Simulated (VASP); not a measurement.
```
CELL_PARAMETERS angstrom
      3.97000     0.00000     0.00000
      0.00000     3.97000     0.00000
      0.00000     0.00000     3.97000
ATOMIC_POSITIONS crystal
  Tl 0.00000 0.00000 0.00000
  Br 0.50000 0.50000 0.50000
```

Level of theory: AM05 GGA, VASP's PBE PAW potentials (set 64) (plane waves; VASP). Run with 520 eV cut-off, Gaussian smearing of 0.050 eV, potentials Tl_d Br.

Unless said otherwise, spin-orbit coupling is left out, though it shifts the bands of the heavy elements here.

**Question.** Give the energies of bands 7 to 13 at the high-symmetry points, in eV from the valence-band maximum.

**Answer.** 
```tsv
band	Γ	X	M	R
7	-4.70	-5.60	-3.80	-2.79
8	-1.32	-0.81	-2.98	-1.95
9	-1.32	-0.81	-2.98	-1.95
10	-1.32	0.00	-0.72	-1.95
11	6.96	1.81	4.86	2.09
12	6.96	5.75	4.86	2.09
13	7.24	5.75	7.40	2.09
```

The gap is direct, 1.81 eV, from the valence maximum at X to the conduction minimum at X.

The compound is TlBr in the CsCl type structure. It was relaxed first.
